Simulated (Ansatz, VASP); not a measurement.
# MoS3: VASP beside Ansatz

Wanted: the spread between two codes on one cell, functional and k mesh. The cell is generated by rule, not measured, and may not be a known phase. The cell is taken from a series of runs on this material, whose earlier steps may have relaxed, scaled, displaced or heated it; both programs get it as it stands.

Calculated with Ansatz 0.2.0; plane waves, with VASP 6.6.1 beside it; zone-centre phonons at PBEsol.

The structure was built from a prototype and need not be the compound's stable phase.

### Step 1. Starting point

The structure is cubic, space group Pm-3m (No. 221). The conventional cell has a = 4.630 Å, b = 4.630 Å, c = 4.630 Å, α = 90.00°, β = 90.00°, γ = 90.00°. Mo has 6 S at 2.31 Å nearest. Nearest to S lie 2 Mo at 2.31 Å. Farther neighbours and most contacts between anions are not listed.

### Step 2. VASP: zone-centre phonons, PBEsol

Second derivatives magnify differences that forces hide, and they need a tight electronic threshold.

Lines of VASP's logs that name or quote its potential files are left out, and so is its time.

Contents of INCAR:

```
SYSTEM = MoS3
PREC = Accurate
ENCUT = 500
EDIFF = 1E-08
NELM = 120
ISMEAR = 1
SIGMA = 0.15
LREAL = .FALSE.
ALGO = Normal
GGA = PS
NBANDS = 22
LASPH = .TRUE.
LORBIT = 11
LWAVE = .FALSE.
LCHARG = .FALSE.
ISIF = 2
IBRION = 8
GGA_COMPAT = .FALSE.
KPAR = 2
```

Contents of POSCAR:

```
MoS3
1.0
    4.6295550062      0.0000000000      0.0000000000
    0.0000000000      4.6295550062      0.0000000000
    0.0000000000      0.0000000000      4.6295550062
Mo S
1 3
Direct
    0.0000000000      0.0000000000      0.0000000000
    0.0000000000      0.0000000000      0.5000000000
    0.0000000000      0.5000000000      0.0000000000
    0.5000000000      0.0000000000      0.0000000000
```

Contents of KPOINTS:

```
Automatic mesh
0
Gamma
8 8 8
0 0 0
```

PAW data sets: Mo_sv and S (PBE family, release 64).

Launch:

```console
$ mpirun -np 2 vasp_std
```

Numbers of over 12 decimals in the logs are rounded to 6 here.

What it wrote:

```text
[banner, memory and clock lines left out]
running    2 mpi-ranks, on    1 nodes
 distrk:  each k-point on    1 cores,    2 groups
 distr:  one band on    1 cores,    1 groups

 POSCAR found type information on POSCAR MoS
 POSCAR found :  2 types and       4 ions
|                                                                             |
|               ----> ADVICE to this user running VASP <----                  |
|                                                                             |
|     You enforced a specific xc type in the INCAR file but a different       |
|     [... a line on the potential file left out ...]
|     I HOPE YOU KNOW WHAT YOU ARE DOING!                                     |
|                                                                             |

 LDA part: xc-table for (Slater+PW92), standard interpolation
 POSCAR, INCAR and KPOINTS ok, starting setup
 FFT: planning ... GRIDC
 FFT: planning ... GRID_SOFT
 FFT: planning ... GRID
 WAVECAR not read
 entering main loop
       N       E                     dE             d eps       ncg     rms          rms(c)
DAV:   1     0.210680099337E+03    0.21068E+03   -0.14975E+04  1676   0.127E+03
DAV:   2    -0.161253909633E+02   -0.22681E+03   -0.21689E+03  2012   0.302E+02
DAV:   3    -0.275856300766E+02   -0.11460E+02   -0.11070E+02  1906   0.622E+01
DAV:   4    -0.278007923235E+02   -0.21516E+00   -0.21483E+00  1826   0.930E+00
DAV:   5    -0.278064011714E+02   -0.56088E-02   -0.56082E-02  1906   0.146E+00    0.275E+01
DAV:   6    -0.272885219271E+02    0.51788E+00   -0.12170E+01  1666   0.298E+01    0.126E+01
DAV:   7    -0.251683462938E+02    0.21202E+01   -0.93537E+00  1708   0.233E+01    0.798E+00
DAV:   8    -0.249865956719E+02    0.18175E+00   -0.58203E-01  1630   0.608E+00    0.145E+00
DAV:   9    -0.249808891976E+02    0.57065E-02   -0.39330E-02  1842   0.125E+00    0.598E-01
DAV:  10    -0.249808040494E+02    0.85148E-04   -0.25898E-03  1692   0.418E-01    0.193E-01
DAV:  11    -0.249813090781E+02   -0.50503E-03   -0.68766E-04  1656   0.184E-01    0.603E-02
DAV:  12    -0.249814549647E+02   -0.14589E-03   -0.10049E-04  1720   0.587E-02    0.138E-02
DAV:  13    -0.249815092372E+02   -0.54272E-04   -0.44220E-05  1594   0.316E-02    0.104E-02
DAV:  14    -0.249815115627E+02   -0.23255E-05   -0.20276E-06  1822   0.805E-03    0.443E-03
DAV:  15    -0.249815123216E+02   -0.75891E-06   -0.78756E-07  1612   0.437E-03    0.819E-04
DAV:  16    -0.249815123867E+02   -0.65080E-07   -0.74287E-08  1694   0.159E-03    0.576E-04
DAV:  17    -0.249815123773E+02    0.94174E-08   -0.32724E-09  1214   0.346E-04
   1 F= -.24981512E+02 E0= -.24982391E+02  d E =0.263676E-02
 Linear response reoptimize wavefunctions to high precision
DAV:   1    -0.249815123705E+02    0.67384E-08   -0.15754E-09  1234   0.225E-04
DAV:   2    -0.249815123706E+02   -0.63665E-10   -0.14831E-10  1094   0.696E-05
 Linear response DOF=           3
 Linear response progress:
  Degree of freedom:   1/  3
       N       E                     dE             d eps       ncg     rms          rms(c)
RMM:   1    -0.825787463086E+00   -0.82579E+00    0.39750E+00  4037   0.186E+01
RMM:   2    -0.630535869870E+00    0.19525E+00   -0.28258E-01  5035   0.314E+00    0.209E-01
RMM:   3    -0.629885506274E+00    0.65036E-03   -0.48706E-03  5767   0.461E-01    0.109E-01
RMM:   4    -0.628592795092E+00    0.12927E-02   -0.72431E-04  6074   0.161E-01    0.288E-02
RMM:   5    -0.628454174216E+00    0.13862E-03   -0.56341E-05  6703   0.417E-02    0.180E-02
RMM:   6    -0.628376149551E+00    0.78025E-04   -0.11032E-05  6138   0.160E-02    0.567E-03
RMM:   7    -0.628363940473E+00    0.12209E-04   -0.53262E-06  5959   0.719E-03    0.142E-03
RMM:   8    -0.628370179783E+00   -0.62393E-05   -0.83378E-07  6600   0.280E-03    0.519E-04
RMM:   9    -0.628377662784E+00   -0.74830E-05   -0.10822E-06  6246   0.130E-03    0.215E-04
RMM:  10    -0.628380480831E+00   -0.28180E-05   -0.17884E-07  6292   0.539E-04    0.748E-05
RMM:  11    -0.628379162026E+00    0.13188E-05   -0.41466E-07  6313   0.274E-04    0.150E-05
RMM:  12    -0.628379069011E+00    0.93015E-07   -0.12850E-07  6964   0.127E-04    0.835E-06
RMM:  13    -0.628379076690E+00   -0.76793E-08   -0.38298E-08  6190   0.740E-05    0.301E-06
 first order change of Fermi-energy   0.39622E-03
 force on displaced ion       1 direction 1 :  -3.629   0.000  -0.000
 Linear response progress:
  Degree of freedom:   2/  3
       N       E                     dE             d eps       ncg     rms          rms(c)
RMM:   1    -0.114223793886E+00   -0.11422E+00   -0.51058E-02 11900   0.143E+00
RMM:   2    -0.108371466250E+00    0.58523E-02   -0.75157E-03  8373   0.374E-01    0.266E-02
RMM:   3    -0.108582166882E+00   -0.21070E-03   -0.27242E-04  8330   0.635E-02    0.220E-02
RMM:   4    -0.108687111925E+00   -0.10495E-03   -0.14915E-05  8536   0.166E-02    0.894E-03
RMM:   5    -0.108700877742E+00   -0.13766E-04   -0.12339E-06  9091   0.427E-03    0.375E-03
RMM:   6    -0.108695974109E+00    0.49036E-05   -0.13730E-08  8404   0.158E-03    0.528E-04
RMM:   7    -0.108697773739E+00   -0.17996E-05   -0.68060E-08  8603   0.466E-04    0.283E-04
RMM:   8    -0.108699300446E+00   -0.15267E-05   -0.47844E-08  8296   0.212E-04    0.153E-04
RMM:   9    -0.108700057645E+00   -0.75720E-06   -0.10729E-09  8491   0.146E-04    0.320E-05
RMM:  10    -0.108699703138E+00    0.35451E-06   -0.26128E-08  8510   0.622E-05    0.225E-05
RMM:  11    -0.108699713407E+00   -0.10269E-07   -0.71066E-08  8825   0.341E-05    0.914E-06
RMM:  12    -0.108699708432E+00    0.49753E-08   -0.43022E-08  8773   0.213E-05    0.331E-06
 first order change of Fermi-energy   0.26773E-05
 force on displaced ion       2 direction 1 :  -1.762   0.000   0.000
 Linear response progress:
  Degree of freedom:   3/  3
       N       E                     dE             d eps       ncg     rms          rms(c)
RMM:   1    -0.136242524337E+00   -0.13624E+00   -0.12942E-01  7519   0.184E+00
RMM:   2    -0.118155599956E+00    0.18087E-01   -0.11190E-02  5225   0.474E-01    0.270E-01
RMM:   3    -0.118459541524E+00   -0.30394E-03   -0.13337E-03  4988   0.167E-01    0.121E-01
RMM:   4    -0.118934857065E+00   -0.47532E-03   -0.37440E-04  5224   0.897E-02    0.264E-02
RMM:   5    -0.118969862964E+00   -0.35006E-04   -0.29171E-05  5175   0.315E-02    0.853E-03
RMM:   6    -0.118978210110E+00   -0.83471E-05   -0.10394E-06  5126   0.648E-03    0.597E-03
RMM:   7    -0.118984372246E+00   -0.61621E-05   -0.37249E-07  5146   0.281E-03    0.375E-03
RMM:   8    -0.118995329810E+00   -0.10958E-04   -0.11837E-08  5103   0.225E-03    0.431E-04
RMM:   9    -0.118996477470E+00   -0.11477E-05    0.47606E-07  5464   0.548E-04    0.337E-04
RMM:  10    -0.118998153883E+00   -0.16764E-05   -0.20665E-08  5111   0.429E-04    0.917E-05
RMM:  11    -0.118997904867E+00    0.24902E-06   -0.73149E-09  5403   0.147E-04    0.637E-05
RMM:  12    -0.118997837122E+00    0.67745E-07    0.56547E-09  4808   0.116E-04    0.165E-05
RMM:  13    -0.118997911939E+00   -0.74817E-07   -0.20910E-08  5559   0.425E-05    0.857E-06
RMM:  14    -0.118997898892E+00    0.13047E-07    0.91449E-09  5219   0.268E-05    0.335E-06
RMM:  15    -0.118997889447E+00    0.94446E-08   -0.10930E-08  5327   0.198E-05    0.905E-07
 first order change of Fermi-energy  -0.66833E-03
 force on displaced ion       2 direction 3 :  -0.000   0.000 -13.688
 Linear response finished
```

OUTCAR, selected parts (step 2):

```text
ion  position               nearest neighbor table
   1  0.000  0.000  0.000-   2 2.31   3 2.31   4 2.31   2 2.31   3 2.31   4 2.31
   2  0.000  0.000  0.500-   1 2.31   1 2.31
   3  0.000  0.500  0.000-   1 2.31   1 2.31
   4  0.500  0.000  0.000-   1 2.31   1 2.31

  LATTYP: Found a simple cubic cell.
 ALAT       =     4.6295550062

 Subroutine GETGRP returns: Found 48 space group operations
 (whereof 48 operations were pure point group operations)

The static configuration has the point symmetry O_h .

 Found     35 irreducible k-points:

   k-points           NKPTS =     35   k-points in BZ     NKDIM =     35   number of bands    NBANDS=     22

   dimension x,y,z NGX =    36 NGY =   36 NGZ =   36
   dimension x,y,z NGXF=    72 NGYF=   72 NGZF=   72

   ENCUT  =  500.0 eV  36.75 Ry    6.06 a.u.   8.44  8.44  8.44*2*pi/ulx,y,z

   NELECT =      32.0000    total number of electrons

 k-points in reciprocal lattice and weights: Automatic mesh
   0.00000000  0.00000000  0.00000000       0.002
   0.12500000  0.00000000  0.00000000       0.012
   0.25000000  0.00000000  0.00000000       0.012
   0.37500000  0.00000000  0.00000000       0.012
   0.50000000  0.00000000  0.00000000       0.006
   0.12500000  0.12500000  0.00000000       0.023
   0.25000000  0.12500000  0.00000000       0.047
   0.37500000  0.12500000  0.00000000       0.047
   0.50000000  0.12500000  0.00000000       0.023
[...]
0.50000000  0.50000000  0.37500000       0.012
   0.50000000  0.50000000  0.50000000       0.002

 average (electrostatic) potential at core
       1 -79.2238       2 -88.3537       3 -88.3537       4 -88.3537

  Total       -0.0522208     -0.0522208     -0.0522208      0.0000000      0.0000000     -0.0000000
  in kB       -0.8432105     -0.8432105     -0.8432105      0.0000000      0.0000000     -0.0000000
  external PRESSURE =      -0.8432105 kB  Pullay stress =       0.0000000 kB

  energy-cutoff  :      500.00
  volume of cell :       99.22
      direct lattice vectors                 reciprocal lattice vectors
     4.629555006  0.000000000  0.000000000     0.216003482  0.000000000  0.000000000
     0.000000000  4.629555006  0.000000000     0.000000000  0.216003482  0.000000000
     0.000000000  0.000000000  4.629555006     0.000000000  0.000000000  0.216003482

 POSITION                                       TOTAL-FORCE (eV/Angst)
 -----------------------------------------------------------------------------------
      0.00000      0.00000      0.00000         0.000000      0.000000      0.000000
      0.00000      0.00000      2.31478         0.000000      0.000000      0.000000
      0.00000      2.31478      0.00000         0.000000      0.000000      0.000000
      2.31478      0.00000      0.00000         0.000000      0.000000      0.000000
 -----------------------------------------------------------------------------------
    total drift:                               -0.000000     -0.000000     -0.000000

 Eigenvectors and eigenvalues of the dynamical matrix
 ----------------------------------------------------

   1 f  =   11.246110 THz    70.661394 2PiTHz  375.129856 cm-1    46.510153 meV
             X         Y         Z           dx          dy          dz
      0.000000  0.000000  0.000000    -0.248163   -0.035408   -0.000000
      0.000000  0.000000  2.314778    -0.234793   -0.033501    0.000000
      0.000000  2.314778  0.000000    -0.234793    0.128271    0.000000
      2.314778  0.000000  0.000000     0.899004   -0.033501    0.000000

   2 f  =   11.246110 THz    70.661394 2PiTHz  375.129856 cm-1    46.510153 meV
             X         Y         Z           dx          dy          dz
      0.000000  0.000000  0.000000    -0.035408    0.248163   -0.000000
      0.000000  0.000000  2.314778    -0.033501    0.234793    0.000000
      0.000000  2.314778  0.000000    -0.033501   -0.899004   -0.000000
      2.314778  0.000000  0.000000     0.128271    0.234793   -0.000000

   3 f  =   11.246110 THz    70.661394 2PiTHz  375.129856 cm-1    46.510153 meV
             X         Y         Z           dx          dy          dz
      0.000000  0.000000  0.000000     0.000000   -0.000000   -0.250677
      0.000000  0.000000  2.314778     0.000000   -0.000000    0.908109
      0.000000  2.314778  0.000000     0.000000    0.000000   -0.237171
      2.314778  0.000000  0.000000    -0.000000   -0.000000   -0.237171

   4 f  =    3.302505 THz    20.750252 2PiTHz  110.159716 cm-1    13.658058 meV
             X         Y         Z           dx          dy          dz
      0.000000  0.000000  0.000000     0.000000   -0.000000   -0.000000
      0.000000  0.000000  2.314778     0.029842    0.280873    0.000000
      0.000000  2.314778  0.000000    -0.029842    0.000000    0.648243
      2.314778  0.000000  0.000000     0.000000   -0.280873   -0.648243

   5 f  =    3.302505 THz    20.750252 2PiTHz  110.159716 cm-1    13.658058 meV
             X         Y         Z           dx          dy          dz
      0.000000  0.000000  0.000000    -0.000000   -0.000000    0.000000
      0.000000  0.000000  2.314778     0.701782    0.062892    0.000000
      0.000000  2.314778  0.000000    -0.701782   -0.000000   -0.059557
      2.314778  0.000000  0.000000    -0.000000   -0.062892    0.059557

   6 f  =    3.302505 THz    20.750252 2PiTHz  110.159716 cm-1    13.658058 meV
             X         Y         Z           dx          dy          dz
      0.000000  0.000000  0.000000    -0.000000   -0.000000   -0.000000
      0.000000  0.000000  2.314778     0.081314   -0.645875   -0.000000
      0.000000  2.314778  0.000000    -0.081314    0.000000    0.276104
      2.314778  0.000000  0.000000     0.000000    0.645875   -0.276104

   7 f  =    1.744883 THz    10.963425 2PiTHz   58.203044 cm-1     7.216254 meV
             X         Y         Z           dx          dy          dz
      0.000000  0.000000  0.000000    -0.445436    0.179622    0.442043
      0.000000  0.000000  2.314778     0.362525   -0.146188   -0.065896
      0.000000  2.314778  0.000000     0.362525   -0.026777   -0.359764
      2.314778  0.000000  0.000000     0.066402   -0.146188   -0.359764

   8 f  =    1.744883 THz    10.963425 2PiTHz   58.203044 cm-1     7.216254 meV
             X         Y         Z           dx          dy          dz
      0.000000  0.000000  0.000000    -0.249502   -0.603149   -0.006331
      0.000000  0.000000  2.314778     0.203061    0.490882    0.000944
      0.000000  2.314778  0.000000     0.203061    0.089913    0.005152
      2.314778  0.000000  0.000000     0.037194    0.490882    0.005152

   9 f  =    1.744883 THz    10.963425 2PiTHz   58.203044 cm-1     7.216254 meV
             X         Y         Z           dx          dy          dz
      0.000000  0.000000  0.000000     0.406713   -0.173284    0.480248
      0.000000  0.000000  2.314778    -0.331009    0.141030   -0.071592
      0.000000  2.314778  0.000000    -0.331009    0.025832   -0.390857
      2.314778  0.000000  0.000000    -0.060630    0.141030   -0.390857

  10 f/i=    0.021919 THz     0.137723 2PiTHz    0.731151 cm-1     0.090651 meV
             X         Y         Z           dx          dy          dz
      0.000000  0.000000  0.000000    -0.203306    0.557471   -0.398716
      0.000000  0.000000  2.314778    -0.114294    0.313398   -0.227145
      0.000000  2.314778  0.000000    -0.114294    0.317586   -0.224149
      2.314778  0.000000  0.000000    -0.115822    0.313398   -0.224149

  11 f/i=    0.021919 THz     0.137723 2PiTHz    0.731151 cm-1     0.090651 meV
             X         Y         Z           dx          dy          dz
      0.000000  0.000000  0.000000    -0.136186    0.374737    0.593386
      0.000000  0.000000  2.314778    -0.076561    0.210669    0.338047
      0.000000  2.314778  0.000000    -0.076561    0.213484    0.333589
      2.314778  0.000000  0.000000    -0.077584    0.210669    0.333589

  12 f/i=    0.021919 THz     0.137723 2PiTHz    0.731151 cm-1     0.090651 meV
             X         Y         Z           dx          dy          dz
      0.000000  0.000000  0.000000     0.671715    0.244704   -0.000373
      0.000000  0.000000  2.314778     0.377623    0.137567   -0.000212
      0.000000  2.314778  0.000000     0.377623    0.139406   -0.000210
      2.314778  0.000000  0.000000     0.382670    0.137567   -0.000210

 ELASTIC MODULI CONTR FROM IONIC RELAXATION (kBar)
 Direction    XX          YY          ZZ          XY          YZ          ZX
 --------------------------------------------------------------------------------
 XX           0.0000      0.0000      0.0000      0.0000      0.0000      0.0000
 YY           0.0000      0.0000      0.0000      0.0000      0.0000      0.0000
 ZZ           0.0000      0.0000      0.0000      0.0000      0.0000      0.0000
 XY           0.0000      0.0000      0.0000      0.0000      0.0000      0.0000
 YZ           0.0000      0.0000      0.0000      0.0000      0.0000      0.0000
 ZX           0.0000      0.0000      0.0000      0.0000      0.0000      0.0000
 --------------------------------------------------------------------------------
```

(Continued in part 2 of 2.)

[Lines on the potential files, build, host, timing and source positions are cut from VASP's logs without a mark.]

[Logs are printed without paths, hosts, clocks, repeated set-up lines and the standing remarks that a program may print on its own settings, such as how far it seeks lower states.]

[Hosts, paths, dates, database ids (printed as entryN), source tags and the programs' standing remarks are cut or masked in the printed files.]
